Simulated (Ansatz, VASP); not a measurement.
# Si4W9O7 (amorphous SiO2 against W(110), -4 O): VASP beside Ansatz, part 3 of 3

One calculation is typed for both programs; each brings its own data sets. How far apart do they land? Of the first pair: The structure shown is the start of the Ansatz relaxation below; VASP solves that cell, so the two are compared at the walk's first step.

VASP 6.6.1 and Ansatz 0.2.0.

So far. Step 3 (VASP: single point, PBE, start cell, pair 1): The run ends at a pressure of -4.78 GPa, with forces up to 2.0 eV/Å.

## (6) VASP: single point, PBE, relaxed cell, pair 2

Level of this step: PBE, no spin polarisation; plane waves and PAW (W, Si, O) (VASP).

The same cell, functional, mesh and smearing now go to VASP, with its own data sets.

Contents of INCAR:

```
SYSTEM = Si4W9O7
PREC = Accurate
ENCUT = 600
EDIFF = 1E-06
NELM = 120
ISMEAR = -1
SIGMA = 0.1
LREAL = Auto
ALGO = Normal
GGA = PE
NBANDS = 280
LASPH = .TRUE.
LORBIT = 11
LWAVE = .FALSE.
LCHARG = .FALSE.
ISIF = 2
GGA_COMPAT = .FALSE.
KPAR = 4
```

Contents of POSCAR:

```
Si4W9O7
1.0
    9.5400000000      0.0000000000      0.0000000000
    0.0000000000      8.9944000000      0.0000000000
    0.0000000000      0.0000000000     14.3013760000
W Si O
36 16 28
Direct
    0.0097600000      0.9885000000      0.2062100000
    0.1759800000      0.9855900000      0.0523000000
    0.0070800000      0.2364100000      0.0530300000
    0.1766400000      0.2372800000      0.2023700000
    0.1764500000      0.9913300000      0.3587200000
    0.0155400000      0.2404800000      0.3590600000
    0.0104300000      0.4877500000      0.2057200000
    0.1749300000      0.4862000000      0.0509100000
    0.0117900000      0.7352100000      0.0533900000
    0.1753900000      0.7372700000      0.2015200000
    0.1760100000      0.4901800000      0.3592300000
    0.0066500000      0.7452600000      0.3612200000
    0.3432000000      0.9857200000      0.2013300000
    0.5134300000      0.9813800000      0.0425600000
    0.3414900000      0.2351200000      0.0506000000
    0.5091300000      0.2349600000      0.1987000000
    0.5103100000      0.9881400000      0.3525300000
    0.3426700000      0.2374200000      0.3530400000
    0.3426400000      0.4869700000      0.2028500000
    0.5072800000      0.4846100000      0.0489800000
    0.3417400000      0.7342000000      0.0495700000
    0.5102500000      0.7368600000      0.1979000000
    0.5111500000      0.4839500000      0.3541300000
    0.3457500000      0.7377300000      0.3557700000
    0.6770000000      0.9894800000      0.2013900000
    0.8453400000      0.9846700000      0.0515200000
    0.6716100000      0.2367300000      0.0429700000
    0.8444600000      0.2361100000      0.2071300000
    0.8354100000      0.9939300000      0.3833000000
    0.6699800000      0.2395500000      0.3561600000
    0.6772200000      0.4851800000      0.2021500000
    0.8431500000      0.4849200000      0.0517800000
    0.6777000000      0.7323200000      0.0515600000
    0.8445000000      0.7396000000      0.2026200000
    0.8436800000      0.4998100000      0.3617400000
    0.6818600000      0.7431300000      0.3509800000
    0.0042600000      0.9511800000      0.7980400000
    0.8408700000      0.2973800000      0.4857900000
    0.5227200000      0.4441700000      0.6442200000
    0.8989600000      0.5840800000      0.6178400000
    0.0915400000      0.5398600000      0.7343000000
    0.1940600000      0.7757600000      0.4887500000
    0.8438200000      0.9055000000      0.6136600000
    0.5183500000      0.9148100000      0.6565400000
    0.7001800000      0.8895300000      0.8257700000
    0.0638900000      0.2369700000      0.7595900000
    0.3652400000      0.1996800000      0.7074100000
    0.2527100000      0.7864600000      0.7144100000
    0.5645100000      0.1589600000      0.8844100000
    0.7579300000      0.2866600000      0.7415300000
    0.6817100000      0.5731700000      0.7738100000
    0.5080100000      0.6987100000      0.4845100000
    0.5206100000      0.5318100000      0.7454500000
    0.1573500000      0.8732300000      0.7933200000
    0.9517900000      0.9699000000      0.6896600000
    0.7594300000      0.4264700000      0.8165700000
    0.4170200000      0.8306200000      0.7295800000
    0.7398600000      0.5922600000      0.6668400000
    0.9600700000      0.6520900000      0.7432000000
    0.6521100000      0.3178700000      0.6528400000
    0.3775900000      0.3499400000      0.6458600000
    0.0331200000      0.1173400000      0.8424500000
    0.8423600000      0.4805900000      0.5213800000
    0.0528700000      0.4920900000      0.6248400000
    0.2086000000      0.8104200000      0.6042400000
    0.5614600000      0.9634200000      0.8764000000
    0.5434700000      0.8345200000      0.5594100000
    0.9008300000      0.7512200000      0.5714200000
    0.1965700000      0.1662500000      0.7023800000
    0.5122500000      0.5435600000      0.5497600000
    0.8636800000      0.9063800000      0.8589100000
    0.4277400000      0.2073500000      0.8148100000
    0.1014800000      0.3967500000      0.8047500000
    0.8048300000      0.0042100000      0.5255700000
    0.4574400000      0.0795200000      0.6462400000
    0.7006000000      0.1476100000      0.8030000000
    0.6762100000      0.7121200000      0.8451700000
    0.2455400000      0.6132600000      0.7426800000
    0.6882600000      0.9034900000      0.7005600000
    0.9149700000      0.2576000000      0.7009000000
```

Contents of KPOINTS:

```
Automatic mesh
0
Gamma
2 2 1
0 0 0
```

The projector-augmented-wave data sets are W, Si and O (PBE family, release 64).

On the command line:

```bash
$ mpirun -np 8 vasp_std
```

Numbers of over 12 decimals in the logs are rounded to 6 here.

The log of the run:

```text
[banner, memory and clock lines left out]
running    8 mpi-ranks, on    1 nodes
[...]
[... a notice as in an earlier step ...]

 LDA part: xc-table for (Slater+PW92), standard interpolation
 POSCAR, INCAR and KPOINTS ok, starting setup
[...]
entering main loop
       N       E                     dE             d eps       ncg     rms          rms(c)
DAV:   1     0.289973203479E+04    0.28997E+04   -0.22826E+05  2240   0.163E+03
DAV:   2    -0.437052228987E+03   -0.33368E+04   -0.31727E+04  2672   0.391E+02
DAV:   3    -0.826249035395E+03   -0.38920E+03   -0.38047E+03  3088   0.121E+02
DAV:   4    -0.839097691602E+03   -0.12849E+02   -0.12710E+02  2800   0.222E+01
[...]
DAV:  21    -0.769577445614E+03   -0.16552E-05   -0.18402E-05  2808   0.122E-02    0.929E-03
DAV:  22    -0.769577446817E+03   -0.12027E-05   -0.10429E-05  2816   0.832E-03    0.671E-03
DAV:  23    -0.769577447219E+03   -0.40171E-06   -0.37253E-06  2120   0.529E-03
   1 F= -.76957745E+03 E0= -.76915219E+03  d E =-.850513E+00
```

From OUTCAR (step 6):

```text
  FREE ENERGIE OF THE ION-ELECTRON SYSTEM (eV)
  ---------------------------------------------------
  free  energy   TOTEN  =      -769.5774472188 eV

  energy  without entropy=     -768.7269343064  energy(sigma->0) =     -769.15219076
```

The run ends at a pressure of -1.96 GPa, with forces up to 0.24 eV/Å.

## (7) Differences

What differs besides the data sets and the points named for the pairs above, as far as they apply: the data sets hold 736 valence electrons in Ansatz (on its default PAW (the set named soft_2) files) and 448 in VASP; the cutoff is 420 eV in Ansatz and 600 eV in VASP (PREC = Accurate, projectors in real space). Total energies have different zeros and are not compared.

Compared:

| quantity | Ansatz | VASP | difference |
| --- | --- | --- | --- |
| pressure (GPa) | -0.48 | -1.96 | +1.48 |

Forces on 7 of the 80 atoms, those with the largest forces and the largest differences (eV/Å; atoms numbered as in POSCAR):

| atom | Ansatz x, y, z | VASP x, y, z |
| --- | --- | --- |
| W2 | -0.003, 0.002, 0.003 | 0.008, 0.001, 0.217 |
| W9 | 0.001, -0.003, 0.005 | 0.025, 0.000, 0.239 |
| W15 | -0.002, -0.006, 0.005 | 0.006, 0.010, 0.222 |
| W17 | -0.002, -0.001, 0.000 | 0.007, 0.021, -0.197 |
| W21 | 0.002, -0.003, 0.002 | 0.012, -0.015, 0.216 |
| W32 | -0.001, 0.000, 0.005 | -0.016, -0.006, 0.202 |
| W33 | -0.004, -0.010, -0.001 | -0.028, -0.012, 0.216 |

The forces differ by 63 meV/Å r.m.s., where the r.m.s. force is 0.007 eV/Å in Ansatz and 0.063 eV/Å in VASP: the atoms lie near their places of rest in Ansatz, so a percentage would say little (all taken over all components).

## (8) Outcome

| Quantity | Value |
| --- | --- |
| r.m.s. force difference (single point, PBE, start cell, pair 1) | 16 % of the r.m.s. force |
| r.m.s. force difference (single point, PBE, relaxed cell, pair 2) | 63 meV/Å |
| difference in pressure (single point, PBE, relaxed cell, pair 2) | 1.5 GPa |

In words: The r.m.s. force difference is 16 % of the r.m.s. force (single point, PBE, start cell, pair 1), beyond the 3 % picked in this series as the mark of a large difference. The data sets hold unlike numbers of valence electrons (736 in Ansatz and 448 in VASP), so part of the differences comes from the potentials. What causes the difference of the single point, PBE, start cell, pair 1 pair stays open here. By the marks of this series, far apart in the single point, PBE, relaxed cell, pair 2 pair: the r.m.s. force difference, 63 meV/Å and the difference in pressure, 1.5 GPa. What causes the difference of the single point, PBE, relaxed cell, pair 2 pair stays open here. How closely two codes agree says nothing of how well the functional describes the real material.

[Lines on the potential files, build, host, timing and source positions are cut from VASP's logs without a mark.]

[Logs are printed without paths, hosts, clocks, repeated set-up lines and the standing remarks that a program may print on its own settings, such as how far it seeks lower states.]

[Hosts, paths, dates, database ids (printed as entryN), source tags and the programs' standing remarks are cut or masked in the printed files.]
